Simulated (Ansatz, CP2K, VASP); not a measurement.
# SiF: 3 runs at one level of theory

```
CELL_PARAMETERS angstrom
3.02860 0.00000 0.00000
0.00000 3.02860 0.00000
0.00000 0.00000 3.02860
ATOMIC_POSITIONS crystal
Si 0.50000 0.50000 0.50000
F 0.00000 0.00000 0.00000
```

The cell comes from a database or a generator and needn't be the stable form of this composition.

Alike in all runs: task equation of state; functional PBE; k mesh 9 × 9 × 9; occupations fermi-dirac, width 0.05 eV; no spin polarisation; no spin-orbit coupling.

```json
{"program and potentials": "CP2K, POTENTIAL_UZH Si GTH-PBE-q4, F GTH-PBE-q7; TZVP-MOLOPT-PBE-GTH basis", "plane-wave cutoff (eV)": "-", "notes": "atomic basis", "equilibrium volume (Å³/atom)": "13.94", "bulk modulus (GPa)": "73.1"}
{"program and potentials": "Ansatz, Ansatz PAW (earlier soft set)", "plane-wave cutoff (eV)": "420", "notes": "-", "equilibrium volume (Å³/atom)": "13.92", "bulk modulus (GPa)": "73.2"}
{"program and potentials": "VASP, PBE PAW files F, Si, 520 eV", "plane-wave cutoff (eV)": "520", "notes": "-", "equilibrium volume (Å³/atom)": "13.93", "bulk modulus (GPa)": "73.2"}
```

The equilibrium volume spans 13.92 (Ansatz, Ansatz PAW (earlier soft set)) to 13.94 Å³/atom (CP2K, POTENTIAL_UZH Si GTH-PBE-q4, F GTH-PBE-q7; TZVP-MOLOPT-PBE-GTH basis). The bulk modulus spans 73.1 (CP2K, POTENTIAL_UZH Si GTH-PBE-q4, F GTH-PBE-q7; TZVP-MOLOPT-PBE-GTH basis) to 73.2 GPa (VASP, PBE PAW files F, Si, 520 eV). Rows in atomic bases carry the error of their basis and grid, which can be large.

Differences between rows come from potentials, basis sets and numerical settings, since the functional is the same but for its coding. Runs on potential files found faulty are left out.
